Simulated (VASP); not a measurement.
VASP input:

**POSCAR**
```
C
1
    0.0000000000     1.8191700000     1.8191700000
    1.8191700000     0.0000000000     1.8191700000
    1.8191700000     1.8191700000     0.0000000000
C
2
Direct
  0.0000000000   0.0000000000   0.0000000000
  0.2500000000   0.2500000000   0.2500000000
```

### KPOINTS
```
Automatic mesh
0
Gamma
9 9 9
0 0 0
```

INCAR:
```
SYSTEM = C
PREC = Accurate
ENCUT = 520
EDIFF = 1E-6
NELM = 100
ALGO = Normal
LREAL = .FALSE.
LASPH = .TRUE.
ISMEAR = 0
SIGMA = 0.05
GGA = PE
LWAVE = .FALSE.
LCHARG = .FALSE.
ISIF = 2
ICHARG = 11
```

POTCAR, in this order: C (PBE.64 set). Program: vasp_std.

Output of the run:

### standard output
```
 POSCAR found type information on POSCAR C
 POSCAR found :  1 types and       2 ions
 Reading from existing POTCAR
 Reading from existing POTCAR
 LDA part: xc-table for (Slater+PW92), standard interpolation
 WARNING: stress and forces are not correct
 POSCAR, INCAR and KPOINTS ok, starting setup
 WAVECAR not read
 WARNING: CHGCAR is incomplete

 -----------------------------------------------------------------------------
|                                                                             |
|     EEEEEEE  RRRRRR   RRRRRR   OOOOOOO  RRRRRR      ###     ###     ###     |
|     E        R     R  R     R  O     O  R     R     ###     ###     ###     |
|     E        R     R  R     R  O     O  R     R     ###     ###     ###     |
|     EEEEE    RRRRRR   RRRRRR   O     O  RRRRRR       #       #       #      |
|     E        R   R    R   R    O     O  R   R                               |
|     E        R    R   R    R   O     O  R    R      ###     ###     ###     |
|     EEEEEEE  R     R  R     R  OOOOOOO  R     R     ###     ###     ###     |
|                                                                             |
|     ICHARG>10                                                               |
|                                                                             |
|       ---->  I REFUSE TO CONTINUE WITH THIS SICK JOB ... BYE!!! <----       |
|                                                                             |
 -----------------------------------------------------------------------------
```

Task: From input and log, find the fault in this run and mend it.

Result: The cause: ICHARG = 11 asks for a fixed density, but there is no CHGCAR. VASP stops with an error: ERROR: charge density could not be read from file CHGCAR for ICHARG>10 ----> I REFUSE TO CONTINUE WITH THIS SICK JOB ... BYE!!! <---- To mend it, run self-consistently first and keep its CHGCAR, or remove ICHARG. The plain static run on this cell (PBE GGA, plane waves, VASP's PBE PAW potentials (set 64)) converges, and its OSZICAR ends with
```
   1 F= -.18142680E+02 E0= -.18142680E+02  d E =-.390227E-16
```

The compound is C in the diamond structure. The cell was not relaxed at this level.
